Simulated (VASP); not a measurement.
## LuSe (space group Fm-3m): computed properties

These are PBEsol GGA, VASP's PBE PAW potentials (set 64) (plane waves; VASP) values and carry that method's errors.

```json
{
 "space_group": "Fm-3m (225)",
 "cell": "a = b = c = 5.549 Å, α = β = γ = 90.00°",
 "volume_per_atom": "21.35 Å^3/atom",
 "band gap (over mesh and band path)": "none (metal, semimetal or under 0.01 eV)",
 "hill_bulk_modulus": "96.2 GPa",
 "hill_shear_modulus": "27.1 GPa",
 "Poisson's ratio": "0.371",
 "band_gap_with_spin_orbit_coupling": "none (metallic)",
 "density": "9.87 g/cm³",
 "optical Γ-point spectrum": "192 (×3) cm⁻¹",
 "C11": "239 GPa",
 "C12": "25.1 GPa",
 "C44": "5.2 GPa"
}
```

LuSe has the cubic space group Fm-3m (No. 225), the rock salt structure, Pearson symbol cF8. Cell: a = 5.549 Å, b = 5.549 Å, c = 5.549 Å, α = 90.00°, β = 90.00°, γ = 90.00°. Se on 4b is coordinated by 6 Lu at 2.774 Å (octahedral). Lu on 4a is surrounded by 6 Se at 2.774 Å (octahedral). (Neighbours: up to the widest gap in distance over summed covalent radii, below 1.35, at either atom; cation-cation and far metal-metal contacts left out.)
(The calculation used a cell of 2 atoms; values per cell refer to that cell.)

Finite-difference elastic constants of metals are sensitive to mesh and smearing; shear constants can be off by tens of GPa.

The structure comes from a measured LuSe entry (Fm-3m) of the Crystallography Open Database, whose conditions weren't checked. It was relaxed first. Symmetry was kept, so distortions that lower it aren't found. The electron count is odd and the run is not spin-polarised, which forces a metal.
